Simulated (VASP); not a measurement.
A run of VASP 6.6.1:

The input INCAR:

```
PREC = Accurate
ENCUT = 520
EDIFF = 1E-7
ISMEAR = -1
SIGMA = 0.05
LREAL = F
LASPH = T
NELM = 100
ALGO = Normal
ISIF = 2
LWAVE = F
LCHARG = F
GGA = PE
NBANDS = 19
```

File KPOINTS:

```
Automatic mesh
0
Gamma
  12 12 12
```

The input POSCAR:

```
HfC3
1.0
   -1.5753900000      1.5753900000      3.9461900000
    1.5753900000     -1.5753900000      3.9461900000
    1.5753900000      1.5753900000     -3.9461900000
Hf C
1 3
Direct
    0.0000000000      0.0000000000      0.0000000000
    0.7500000000      0.2500000000      0.5000000000
    0.2500000000      0.7500000000      0.5000000000
    0.5000000000      0.5000000000      0.0000000000
```

Potentials or basis: VASP PAW PBE potentials, release 64 (Hf_pv, C).

Command:

```sh
$ cat potpaw_PBE.64/Hf_pv/POTCAR potpaw_PBE.64/C/POTCAR > POTCAR
$ mpirun -np 1 vasp_std > vasp.out
```

Hardware: 1 thread of Intel(R) Xeon(R) Platinum 8488C (Sapphire Rapids), on a shared host.

Q: How long does it take, and how much memory?

A: It took 2.8 min on 1 thread of Intel(R) Xeon(R) Platinum 8488C (Sapphire Rapids), on a shared host, peak memory 0.27 GiB. Counts: scf iterations 16, k points 163.
